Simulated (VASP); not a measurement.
Computed with rev-vdW-DF2, VASP's PBE PAW potentials (set 64) (plane waves; VASP 6.6.1).

VASP ran on this input.

File KPOINTS:
```
k-points along high-symmetry lines
15
Line-mode
Reciprocal
  0.000000   0.000000   0.000000 ! GAMMA
 -0.500000  -0.500000   0.000000 ! X

 -0.500000  -0.500000   0.000000 ! X
 -0.375000  -0.375000   0.250000 ! U

 -0.375000  -0.000000   0.375000 ! K
  0.000000   0.000000   0.000000 ! GAMMA

  0.000000   0.000000   0.000000 ! GAMMA
 -0.000000  -0.000000   0.500000 ! L

 -0.000000  -0.000000   0.500000 ! L
 -0.500000  -0.250000   0.250000 ! W

 -0.500000  -0.250000   0.250000 ! W
 -0.500000  -0.500000   0.000000 ! X
```

### INCAR
```
# general
SYSTEM    =  AlN
PREC      =  Accurate
ENCUT     =  520
LREAL     =  .False.
LASPH     =  .True.
ICHARG    =  11

# electronic loop
EDIFF     =  1E-7
NELM      =  100
ALGO      =  Normal

# smearing
ISMEAR    =  0
SIGMA     =  0.05

# functional
GGA       =  MK
LUSE_VDW  =  .True.
AGGAC     =  0.0
PARAM1    =  0.1234568
PARAM2    =  0.7114
ZAB_VDW   =  -1.8867

# output
LWAVE     =  .False.
LCHARG    =  .False.
LORBIT    =  11
```

**POSCAR**
```
AlN
1
    0.0000000000     2.1948402552     2.1948402552
    2.1948402552    -0.0000000000     2.1948402552
    2.1948402552     2.1948402552     0.0000000000
Al N
1 1
Direct
  0.0000000000   0.0000000000   0.0000000000
  0.2500000000   0.2500000000   0.2500000000
```

POTCAR, in this order: Al N (PBE.64 set). Program: vasp_std. Read from the step before: CHGCAR.

Output of the run:

OUTCAR:
```
 ion  position               nearest neighbor table
   1  0.000  0.000  0.000-   2 1.90   2 1.90   2 1.90   2 1.90
   2  0.250  0.250  0.250-   1 1.90   1 1.90   1 1.90   1 1.90
  LATTYP: Found a face centered cubic cell.
 ALAT       =     4.3896805104
 Subroutine PRICEL returns:
 Original cell was already a primitive cell.
 Subroutine GETGRP returns: Found 24 space group operations
The static configuration has the point symmetry T_d .
The dynamic configuration has the point symmetry T_d .
 Subroutine INISYM returns: Found 24 space group operations
   k-points           NKPTS =     90   k-points in BZ     NKDIM =     90   number of bands    NBANDS=      8
   number of dos      NEDOS =    301   number of ions     NIONS =      2
   total plane-waves  NPLWV =  13824
   dimension x,y,z NGX =    24 NGY =   24 NGZ =   24
   dimension x,y,z NGXF=    48 NGYF=   48 NGZF=   48
   ions per type =               1   1
   PREC   = accura    normal or accurate (medium, high low for compatibility)
   ISTART =      0    job   : 0-new  1-cont  2-samecut
   ICHARG =     11    charge: 1-file 2-atom 10-const
   ISPIN  =      1    spin polarized calculation?
   LNONCOLLINEAR =      F non collinear calculations
   LSORBIT =      F    spin-orbit coupling
   INIWAV =      1    electr: 0-lowe 1-rand  2-diag
   ENCUT  =  520.0 eV  38.22 Ry    6.18 a.u.   5.77  5.77  5.77*2*pi/ulx,y,z
   NELM   =    100;   NELMIN=  2; NELMDL= -5     # of ELM steps
   EDIFF  = 0.1E-06   stopping-criterion for ELM
   LREAL  =      F    real-space projection
   NLSPLINE    = F    spline interpolate recip. space projectors
   LMAXMIX     =    2 max onsite mixed and CHGCAR
   VOSKOWN=      0    Vosko Wilk Nusair interpolation
   EDIFFG = 0.1E-05   stopping-criterion for IOM
   NSW    =      0    number of steps for IOM
   NBLOCK =      1;   KBLOCK =      1    inner block; outer block
   IBRION =     -1    ionic relax: 0-MD 1-quasi-New 2-CG
   NFREE  =      0    steps in history (QN), initial steepest desc. (CG)
   ISIF   =      2    stress and relaxation
   ISYM   =      2    0-nonsym 1-usesym 2-fastsym
   TEIN   =    0.0    initial temperature
   TEBEG  =    0.0;   TEEND  =   0.0 temperature during run
...
```

**OSZICAR**
```
       N       E                     dE             d eps       ncg     rms          rms(c)
DAV:   1     0.137463795347E+02    0.13746E+02   -0.39629E+03  1472   0.823E+02
DAV:   2    -0.113947980317E+02   -0.25141E+02   -0.24034E+02  2040   0.130E+02
DAV:   3    -0.118244800648E+02   -0.42968E+00   -0.42968E+00  1600   0.229E+01
DAV:   4    -0.118263189250E+02   -0.18389E-02   -0.18389E-02  2240   0.138E+00
DAV:   5    -0.118263224355E+02   -0.35105E-05   -0.35105E-05  1632   0.450E-02
DAV:   6    -0.118263224755E+02   -0.40009E-07   -0.40009E-07  2144   0.376E-03
   1 F= -.11826322E+02 E0= -.11826322E+02  d E =-.187240E-12
```

File OUTCAR:
```
 val. band max:        5.7565272992   @ k =   0.0000   0.0000   0.0000

 cond. band min:       9.0977106416   @ k =  -0.5000  -0.5000   0.0000



 k-point     1 :       0.0000    0.0000    0.0000
  band No.  band energies     occupation
      1      -9.0770      2.00000
      2       5.7565      2.00000
      3       5.7565      2.00000
      4       5.7565      2.00000
      5       9.8869      0.00000
      6      18.1587      0.00000
      7      18.1587      0.00000
      8      18.1587      0.00000

 k-point     2 :      -0.0357   -0.0357    0.0000
  band No.  band energies     occupation
      1      -9.0523      2.00000
      2       5.6356      2.00000
      3       5.7292      2.00000
      4       5.7292      2.00000
      5      10.0195      0.00000
      6      18.0707      0.00000
      7      18.1952      0.00000
      8      18.1952      0.00000

 k-point     3 :      -0.0714   -0.0714    0.0000
  band No.  band energies     occupation
      1      -8.9785      2.00000
      2       5.3155      2.00000
      3       5.6496      2.00000
      4       5.6496      2.00000
      5      10.3686      0.00000
      6      17.8248      0.00000
      7      18.3022      0.00000
      8      18.3022      0.00000

 k-point     4 :      -0.1071   -0.1071    0.0000
  band No.  band energies     occupation
      1      -8.8570      2.00000
      2       4.8780      2.00000
      3       5.5246      2.00000
      4       5.5246      2.00000
      5      10.8331      0.00000
      6      17.4656      0.00000
      7      18.4731      0.00000
      8      18.4731      0.00000

 k-point     5 :      -0.1429   -0.1429    0.0000
  band No.  band energies     occupation
      1      -8.6904      2.00000
      2       4.3870      2.00000
      3       5.3643      2.00000
      4       5.3643      2.00000
      5      11.3081      0.00000
      6      17.0476      0.00000
      7      18.6984      0.00000
      8      18.6986      0.00000
...
```

The density is held fixed in this step, so its total energy and stress have no physical meaning.

The compound is AlN in the zinc blende structure, a metastable form; wurtzite is the usual one. It was relaxed first.
